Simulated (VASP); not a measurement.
All values below come from PBE GGA, VASP's PBE PAW potentials (set 64) (plane waves; VASP).

A VASP calculation is set up with these files.

File POSCAR:
```
KF
1.0
  0.0000000000   2.7103066901   2.7103066901
  2.7103066901   0.0000000000   2.7103066901
  2.7103066901   2.7103066901   0.0000000000
K F
1 1
direct
  1.0000000000   1.0000000000   1.0000000000
  0.5000000000   0.5000000000   0.5000000000
```

### INCAR
```
! general
SYSTEM=KF
PREC  =Accurate
ENCUT =520   ! plane-wave cut-off (eV)
LREAL =F   ! projection in real space or not
LASPH =T   ! aspherical one-centre terms

! electronic loop
EDIFF =1E-6   ! SCF stop (eV)
NELM  =100
ALGO  =Normal   ! blocked Davidson

! smearing
ISMEAR=0   ! Gaussian
SIGMA =0.05

! functional
GGA   =PE

! output
LWAVE =F
LCHARG=T
```

File KPOINTS:
```
Automatic mesh
0
Gamma
  8 8 8
```

POTCAR, in this order: K_sv F (PBE.64 set). Program: vasp_std.

Problem. Predict the energy per atom (σ→0), band gap (on the k-mesh).

Solution. 
```yaml
energy per atom (σ→0): -4.150 eV/atom
band gap (on the k-mesh): 5.95 eV
```

OSZICAR:
```
...
DAV:   7    -0.830091773074E+01    0.27923E-01   -0.12027E-01   952   0.312E+00    0.218E+00
DAV:   8    -0.829681651715E+01    0.41012E-02   -0.56404E-02   748   0.277E+00    0.202E-01
DAV:   9    -0.829859108965E+01   -0.17746E-02   -0.60260E-03   956   0.642E-01    0.121E-01
DAV:  10    -0.829915990933E+01   -0.56882E-03   -0.83241E-04   748   0.286E-01    0.602E-02
DAV:  11    -0.829930211258E+01   -0.14220E-03   -0.34026E-04   740   0.149E-01    0.190E-02
DAV:  12    -0.829929552465E+01    0.65879E-05   -0.57292E-05   876   0.633E-02    0.729E-03
DAV:  13    -0.829929496867E+01    0.55598E-06   -0.51991E-06   764   0.226E-02
   1 F= -.82992950E+01 E0= -.82992950E+01  d E =-.846185E-16
```

The compound is KF in the rock salt structure. It was relaxed first.
